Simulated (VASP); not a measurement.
Be3CdSe4:

```
Be Cd Se
1.0
     5.95971    0.00000    0.00000
     0.00000    5.95971    0.00000
     0.00000    0.00000    5.95971
Be Cd Se
3 1 4
Direct
  0.00000 0.00000 0.50000
  0.00000 0.50000 0.00000
  0.50000 0.00000 0.00000
  0.00000 0.00000 0.00000
  0.22034 0.22034 0.22034
  0.22034 0.77966 0.77966
  0.77966 0.22034 0.77966
  0.77966 0.77966 0.22034
```

The cell was built by a generator and needn't be a form met in nature.

- Program: VASP 6.6.1
- Task: relaxation of cell and atoms
- Functional: PBE
- Potentials or basis: VASP PAW PBE potentials, release 64 (Be, Cd, Se)
- Cutoff: 520 eV
- k mesh: 3 × 3 × 3
- Occupations: gaussian, width 0.15 eV
- Spin: no spin polarisation

At the start: pressure 5.8 GPa; volume 26.46 Å³/atom.

Task: How do energy, volume and symmetry change on relaxing?

Result: Over 9 steps the energy falls by 545.0 meV/atom and the volume is 19.92 Å³/atom (-24.7 %); space group P-43m (No. 215, to 0.05 Å).

The path:
| step | energy change (eV) | largest force (eV/Å) | pressure (GPa) | volume (Å³) |
| --- | --- | --- | --- | --- |
| 1 | 0.0000 | 5.5941 | 5.78 | 211.68 |
| 2 | -1.6084 | 0.5181 | -8.44 | 242.27 |
| 3 | -2.0496 | 0.9032 | -5.33 | 230.91 |
| 4 | -3.0767 | 0.8557 | -4.44 | 207.46 |
| 5 | -4.2240 | 0.7975 | 0.03 | 168.88 |
| 6 | -4.2602 | 0.7088 | 3.83 | 153.76 |
| 7 | -4.2893 | 0.7543 | 2.42 | 158.81 |
| 8 | -4.2883 | 0.7132 | -1.55 | 159.87 |
| 9 | -4.3602 | 0.0041 | 0.32 | 159.33 |

Final structure:
```
Be Cd Se
1.0
     5.42119    0.00000    0.00000
     0.00000    5.42119    0.00000
     0.00000    0.00000    5.42119
Be Cd Se
3 1 4
Cartesian
  0.0000 0.0000 2.7106
  0.0000 2.7106 0.0000
  2.7106 0.0000 0.0000
  0.0000 0.0000 0.0000
  1.4665 1.4665 1.4665
  1.4665 3.9547 3.9547
  3.9547 1.4665 3.9547
  3.9547 3.9547 1.4665
```

Caveat: the volume moved by over 15 % at a fixed basis, so the end points are rough.
